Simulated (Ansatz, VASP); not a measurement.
Two plane-wave programs on ZnGaSi

INCAR

```
PREC = Accurate
ENCUT = 520
EDIFF = 1E-6
ISMEAR = 0
SIGMA = 0.0208
LREAL = F
LASPH = T
NELM = 100
ALGO = Normal
ISIF = 2
LWAVE = F
LCHARG = F
GGA = PE
NBANDS = 38
```

File KPOINTS:

```
Automatic mesh
0
Gamma
  6 6 3
```

POSCAR

```
ZnGaSi
1.0
    3.2040430000      0.0000000000      0.0000000000
    0.0000000000      3.2040430000      0.0000000000
    0.0000000000      0.0000000000      8.0788180000
Zn Ga Si
2 2 2
Direct
    0.7500000000      0.7500000000      0.7306300000
    0.2500000000      0.2500000000      0.2693700000
    0.2500000000      0.2500000000      0.9146000000
    0.7500000000      0.7500000000      0.0854000000
    0.7500000000      0.7500000000      0.4152000000
    0.2500000000      0.2500000000      0.5848000000
```

Input for Ansatz:

```yaml
crystal:
  lattice:
    - [3.204043, 0.0, 0.0]
    - [0.0, 3.204043, 0.0]
    - [0.0, 0.0, 8.078818]
  atoms:
    - { symbol: Zn, position: [0.75, 0.75, 0.73063] }
    - { symbol: Zn, position: [0.25, 0.25, 0.26937] }
    - { symbol: Ga, position: [0.25, 0.25, 0.9146] }
    - { symbol: Ga, position: [0.75, 0.75, 0.0854] }
    - { symbol: Si, position: [0.75, 0.75, 0.4152] }
    - { symbol: Si, position: [0.25, 0.25, 0.5848] }
  symmetry: { tolerance: 0.0003 }
kpoints:
  mp_grid: { grid: [6, 6, 3], shift: [0, 0, 0] }
magnetization:
  spin_polarized: false
scf:
  occupations: { method: gaussian, width: 0.0208 }
hamiltonian:
  pseudopotentials: { kind: paw }
  xc: pbe
basis:
  ecutwfc: 420
output:
  forces: true
  stress: true
  eigenvalues: true
```

The cell was built by a generator and needn't be a form met in nature.

Alike in both runs: task single point; functional PBE; k mesh 6 × 6 × 3; occupations gaussian, width 0.0208 eV; no spin polarisation.

|  | VASP | Ansatz |
| --- | --- | --- |
| version | VASP 6.6.1 | Ansatz 0.2.0 |
| potentials or method | VASP PAW PBE potentials, release 64 (Zn, Ga_d, Si) | PAW plane waves |
| plane-wave cutoff (eV) | 520 | 420 |
| valence electrons in the cell | 58 | 58 |

|  | VASP | Ansatz | Ansatz less VASP |
| --- | --- | --- | --- |
| gap on the k mesh at the Fermi level (eV) | none | none | - |
| pressure (GPa) | 19.7 | 19.3 | -0.38 |
| largest component of the traceless stress (GPa) | 6.08 | 6.09 | +0.015 |
| rms of the force components (eV/Å) | 0.355 | 0.350 | -0.0044 |

Atom by atom the forces differ by 0.004 eV/Å (rms over components). A gap of «none» marks a metal or a gap that the smearing closes.

Caveats: so large a pressure means that the cell lies far from this level's equilibrium, or that cutoff or potentials fall short (VASP); forces of over 1 eV/Å show positions far from the minimum, so gaps and moduli don't describe the material at rest.
